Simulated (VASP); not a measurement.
These are AM05 GGA, VASP's PBE PAW potentials (set 64) (plane waves; VASP 6.6.1) values and carry that method's errors.

The input files of a VASP run:

### INCAR
```
SYSTEM = Rb atom
PREC = Normal; ENCUT = 520; LREAL = .FALSE.
LASPH = .TRUE.; ISYM = 0
EDIFF = 1E-6; NELM = 200; ALGO = All
LMAXMIX = 4
ISMEAR = 0; SIGMA = 0.01
GGA = AM
ISPIN = 2; MAGMOM = 1; NUPDOWN = 1
LWAVE = .FALSE.; LCHARG = .FALSE.; LORBIT = 10
```

### KPOINTS
```
Automatic mesh
0
Gamma
1 1 1
0 0 0
```

### POSCAR
```
Rb atom
1
   12.0000000000     0.0000000000     0.0000000000
    0.0000000000    12.5000000000     0.0000000000
    0.0000000000     0.0000000000    13.0000000000
Rb
1
Direct
  0.0000000000   0.0000000000   0.0000000000
```

POTCAR, in this order: Rb_sv (PBE.64 set). Program: vasp_gam. Read from the step before: WAVECAR.

Output of the run:

File OUTCAR:
```
 ion  position               nearest neighbor table
   1  0.000  0.000  0.000-
 Subroutine IBZKPT returns following result:
 Found      1 irreducible k-points:

 Following reciprocal coordinates:
            Coordinates               Weight
  0.000000  0.000000  0.000000      1.000000
   k-points           NKPTS =      1   k-points in BZ     NKDIM =      1   number of bands    NBANDS=      9
   number of dos      NEDOS =    301   number of ions     NIONS =      1
   total plane-waves  NPLWV = 392000
   dimension x,y,z NGX =    70 NGY =   70 NGZ =   80
   dimension x,y,z NGXF=   140 NGYF=  140 NGZF=  160
   ions per type =               1
   PREC   = normal    normal or accurate (medium, high low for compatibility)
   ISTART =      1    job   : 0-new  1-cont  2-samecut
   ICHARG =      0    charge: 1-file 2-atom 10-const
   ISPIN  =      2    spin polarized calculation?
   LNONCOLLINEAR =      F non collinear calculations
   LSORBIT =      F    spin-orbit coupling
   INIWAV =      1    electr: 0-lowe 1-rand  2-diag
   ENCUT  =  520.0 eV  38.22 Ry    6.18 a.u.  22.31 23.24 24.17*2*pi/ulx,y,z
   NELM   =    200;   NELMIN=  2; NELMDL=  0     # of ELM steps
   EDIFF  = 0.1E-05   stopping-criterion for ELM
   LREAL  =      F    real-space projection
   NLSPLINE    = F    spline interpolate recip. space projectors
   LMAXMIX     =    4 max onsite mixed and CHGCAR
   VOSKOWN=      0    Vosko Wilk Nusair interpolation
   EDIFFG = 0.1E-04   stopping-criterion for IOM
   NSW    =      0    number of steps for IOM
   NBLOCK =      1;   KBLOCK =      1    inner block; outer block
   IBRION =     -1    ionic relax: 0-MD 1-quasi-New 2-CG
   NFREE  =      0    steps in history (QN), initial steepest desc. (CG)
   ISIF   =      2    stress and relaxation
   ISYM   =      0    0-nonsym 1-usesym 2-fastsym
   TEIN   =    0.0    initial temperature
   TEBEG  =    0.0;   TEEND  =   0.0 temperature during run
   SMASS  =  -3.00    Nose mass-parameter (am)
   PSTRESS=    0.0 pullay stress
   NELECT =       9.0000    total number of electrons
   EFERMI =   0.00;   METHOD = LEGACY
   ISMEAR =     0;   SIGMA  =   0.01  broadening in eV -4-tet -1-fermi 0-gaus
   IALGO  =     58    algorithm
   LDIAG  =      T    sub-space diagonalisation (order eigenvalues)
   IMIX   =      4    mixing-type and parameters
     AMIX     =   0.40;   BMIX     =  1.00
     AMIX_MAG =   1.60;   BMIX_MAG =  1.00
     AMIN     =   0.10
   GGA     = AM    functional components
   VOSKOWN =     0    Vosko Wilk Nusair interpolation
   LHFCALC =     F    Hartree Fock is set to
   LHFONE  =     F    Hartree Fock one center treatment
   AEXX    =    0.0000 exact exchange contribution
   IVDW    =     0    specifies the selected vdW correction
   LEPSILON=     F    determine dielectric tensor
   LRPA    =     F    only Hartree local field effects (RPA)
  energy-cutoff  :      520.00
  volume of cell :     1950.00
      direct lattice vectors                 reciprocal lattice vectors
    12.000000000  0.000000000  0.000000000     0.083333333  0.000000000  0.000000000
     0.000000000 12.500000000  0.000000000     0.000000000  0.080000000  0.000000000
     0.000000000  0.000000000 13.000000000     0.000000000  0.000000000  0.076923077
 k-point     1 :   0.0000 0.0000 0.0000  plane waves:   26244
 maximum number of plane-waves:     26244
```

OSZICAR:
```
       N       E                     dE             d eps       ncg     rms           ort
SDA:   1    -0.203045797099E+00   -0.20305E+00    0.00000E+00     9   0.502E-02   0.000E+00
CGA:   2    -0.204586057671E+00   -0.15403E-02   -0.15236E-02     9   0.203E-02   0.140E-03
CGA:   3    -0.205174310602E+00   -0.58825E-03   -0.58691E-03     9   0.557E-03  -0.495E-05
CGA:   4    -0.205285055272E+00   -0.11074E-03   -0.11139E-03     9   0.255E-03   0.296E-04
CGA:   5    -0.205360517793E+00   -0.75463E-04   -0.75239E-04     9   0.109E-03  -0.280E-05
 trl   6     0.363853563464E+02    0.36591E+02   -0.13613E+02     9   0.108E-03  -0.103E+02
SDA:   7    -0.205385125158E+00   -0.24607E-04   -0.13613E+02     9   0.378E-04   0.551E-04
SDA:   8    -0.205388916117E+00   -0.37910E-05   -0.90005E-01     9   0.253E-04   0.309E-04
SDA:   9    -0.205391299243E+00   -0.23831E-05   -0.91660E-01     9   0.191E-04   0.219E-04
SDA:  10    -0.205392976910E+00   -0.16777E-05   -0.93048E-01     9   0.156E-04   0.171E-04
SDA:  11    -0.205394253049E+00   -0.12761E-05   -0.94328E-01     9   0.134E-04   0.143E-04
SDA:  12    -0.205394461566E+00   -0.20852E-06   -0.56296E-01     9   0.133E-04   0.132E-04
SDA:  13    -0.205394642068E+00   -0.18050E-06   -0.39033E+00     9   0.138E-04   0.138E-04
 trl  14    -0.203645425762E+00    0.17492E-02   -0.14308E-05     9   0.138E-04  -0.360E+01
SDA:  15    -0.205394646341E+00   -0.42729E-08   -0.14308E-05     9   0.349E-04   0.357E-04
 trl  16    -0.193398569829E+00    0.11996E-01   -0.45762E-05     9   0.349E-04  -0.210E+02
SDA:  17    -0.205392950135E+00    0.16962E-05   -0.45762E-05     9   0.137E-02  -0.168E-02
CGA:  18    -0.205396315164E+00   -0.33650E-05   -0.80239E-04     9   0.114E-04   0.118E-04
SDA:  19    -0.205396871059E+00   -0.55590E-06   -0.90461E-01     9   0.109E-04   0.110E-04
SDA:  20    -0.205397087244E+00   -0.21619E-06   -0.34926E+00     9   0.111E-04   0.109E-04
 trl  21    -0.205386065307E+00    0.11022E-04   -0.30767E-07     9   0.111E-04  -0.207E-01
   1 F= -.20538607E+00 E0= -.20538607E+00  d E =-.879065E-16  mag=     1.0000
```

OUTCAR:
```
------------------------ aborting loop because EDIFF is reached ----------------------------------------
  FORCE on cell =-STRESS in cart. coord.  units (eV):
  Direction    XX          YY          ZZ          XY          YZ          ZX
  --------------------------------------------------------------------------------------
  Total       -0.0680113     -0.0509517     -0.0391573     -0.0000000      0.0000000     -0.0000000
  in kB       -0.0558801     -0.0418634     -0.0321728     -0.0000000      0.0000000     -0.0000000
  external PRESSURE =      -0.0433054 kB  Pullay stress =       0.0000000 kB
  volume of cell :     1950.00
      direct lattice vectors                 reciprocal lattice vectors
    12.000000000  0.000000000  0.000000000     0.083333333  0.000000000  0.000000000
     0.000000000 12.500000000  0.000000000     0.000000000  0.080000000  0.000000000
     0.000000000  0.000000000 13.000000000     0.000000000  0.000000000  0.076923077
 POSITION                                       TOTAL-FORCE (eV/Angst)
 -----------------------------------------------------------------------------------
      0.00000      0.00000      0.00000         0.000001     -0.000001      0.000003
 -----------------------------------------------------------------------------------
    total drift:                                0.000001     -0.000001      0.000003
  FREE ENERGIE OF THE ION-ELECTRON SYSTEM (eV)
  ---------------------------------------------------
  free  energy   TOTEN  =        -0.2053860653 eV

  energy  without entropy=       -0.2053860653  energy(sigma->0) =       -0.20538607

 total charge

# of ion       s       p       d       tot
------------------------------------------
    1        1.971   5.303   0.000   7.274

 magnetization (x)

# of ion       s       p       d       tot
------------------------------------------
    1        0.045  -0.005   0.000   0.040
```
(Selected blocks of OUTCAR.)

The atom may not be in its lowest state.

The cell is a free atom in a box.
